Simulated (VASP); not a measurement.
Data:

```
Ge
1.0
    0.00000     2.81263     2.81263
    2.81263     0.00000     2.81263
    2.81263     2.81263     0.00000
Ge
2
Direct
  0.00000   0.00000   0.00000
  0.25000   0.25000   0.25000
```

The numbers are results of LDA (Ceperley-Alder, Perdew-Zunger), VASP's LDA PAW potentials (set 64) (plane waves; VASP 6.6.1), not measurements. Settings: 520 eV cut-off, 13×13×13 Γ-centred mesh, tetrahedra with Blöchl corrections, potentials Ge_d.

Question: Tabulate the total density of states (states/eV per cell) against energy (eV; zero at the valence-band maximum or, without a gap, the Fermi level).

Answer: 
(E (eV), DOS (states/eV)): (-9.98, 0.66); (-9.62, 0.53); (-9.26, 0.35); (-8.90, 0.01); (-8.66, 0.18); (-8.30, 0.47); (-7.94, 0.67); (-7.58, 1.20); (-7.22, 0.64); (-6.86, 0.48); (-6.50, 0.38); (-6.14, 0.31); (-5.90, 0.27); (-5.54, 0.22); (-5.18, 0.18); (-4.82, 0.15); (-4.46, 0.51); (-4.10, 1.15); (-3.74, 1.00); (-3.38, 1.16); (-3.14, 1.44); (-2.78, 1.39); (-2.42, 1.29); (-2.06, 1.23); (-1.70, 1.14); (-1.34, 0.77); (-0.98, 0.44); (-0.62, 0.25); (-0.38, 0.14); (-0.02, 0.00); (0.34, 0.03); (0.70, 0.31); (1.06, 0.77); (1.42, 1.24); (1.78, 1.83); (2.14, 0.99); (2.38, 0.93); (2.74, 1.12); (3.10, 0.82); (3.46, 1.66)
Within 2 eV below the valence-band maximum the largest weight inside VASP's projection spheres is Ge p.

The compound is Ge in the diamond structure. It was relaxed first.
